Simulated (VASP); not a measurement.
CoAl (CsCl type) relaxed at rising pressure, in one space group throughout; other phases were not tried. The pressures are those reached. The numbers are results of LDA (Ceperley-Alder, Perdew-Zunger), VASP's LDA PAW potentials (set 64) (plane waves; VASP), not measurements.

| P (GPa) | V (Å³/atom) | k-mesh |
|---|---|---|
| 0.02 | 10.918 | 13×13×13 |
| 5.01 | 10.672 | 13×13×13 |
| 10.00 | 10.451 | 13×13×13 |
| 19.84 | 10.076 | 13×13×13 |
| 29.80 | 9.756 | 13×13×13 |

A change of mesh leaves a small step in the series.

**Question.** Fit an equation of state and predict the volume at 44.96 GPa.

**Answer.** Least squares on the third-order Birch-Murnaghan form, P = (3B0/2)(y⁷ − y⁵)[1 + (3/4)(B′ − 4)(y² − 1)] with y = (V0/V)^(1/3), gives V0 = 10.919 Å³/atom, B0 = 208 GPa and B′ = 4.3, and so 9.350 Å³/atom. The run gave 9.349 Å³/atom, -0.0 % from the fit.

Pressures at which the relaxation failed are left out.

The compound is CoAl in the CsCl type structure. The run is not spin-polarised, so no magnetic state was tried.
